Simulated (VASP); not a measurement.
```xyz
6
Lattice="1.7821 -3.0866 0.0000 1.7821 3.0866 0.0000 0.0000 0.0000 14.2646" Properties=species:S:1:pos:R:3 pbc="T T T"
Te     1.7821     1.0289    12.5416
Te     1.7821    -1.0289     5.4093
Te     1.7821    -1.0289     1.7230
Te     1.7821     1.0289     8.8553
Mo     1.7821     1.0289     3.5662
Mo     1.7821    -1.0289    10.6985
```

Level of theory: PBEsol GGA, VASP's PBE PAW potentials (set 64) (plane waves; VASP). Settings: 520 eV cut-off, 7×7×2 Γ-centred mesh, Gaussian smearing of 0.050 eV, potentials Te Mo_sv.

Without a dispersion term in the relaxation, distances and binding between the weakly bound layers, chains or molecules are unreliable, and so is what depends on them.

Question: The ions and cell shape at fixed volume are relaxed. Give the cell that the relaxation ends in.

Answer: 
```xyz
6
Lattice="1.7557 -3.0410 0.0000 1.7557 3.0410 0.0000 0.0000 0.0000 14.6958" Properties=species:S:1:pos:R:3 pbc="T T T"
Te     1.7557     1.0137    12.8253
Te     1.7557    -1.0137     5.4774
Te     1.7557    -1.0137     1.8705
Te     1.7557     1.0137     9.2184
Mo     1.7557     1.0137     3.6739
Mo     1.7557    -1.0137    11.0218
```
Space group P6_3/mmc (194), at a tolerance of 0.03 Å.

Question: How much energy does the relaxation gain?

Answer: The energy (σ→0) changes by -21.2 meV/atom, in 8 ionic steps.

| step | E(σ→0) (eV) | max force (eV/Å) | pressure (GPa) | volume (Å³) |
|---|---|---|---|---|
| 1 | -39.2348 | 0.763 | -5.42 | 156.93 |
| 2 | -39.3051 | 0.209 | -3.37 | 156.93 |
| 3 | -39.3066 | 0.108 | -3.02 | 156.93 |
| 4 | -39.3348 | 0.062 | -2.39 | 156.93 |
| 5 | -39.3614 | 0.045 | -0.86 | 156.93 |
| 6 | -39.3614 | 0.049 | -0.81 | 156.93 |
| 7 | -39.3615 | 0.037 | -1.12 | 156.93 |
| 8 | -39.3617 | 0.002 | -0.97 | 156.93 |

The compound is MoTe2 in the 2H layered structure. This cell is one point of a volume scan, at 1.06 of the reference volume. Symmetry was kept, so distortions that lower it aren't found.
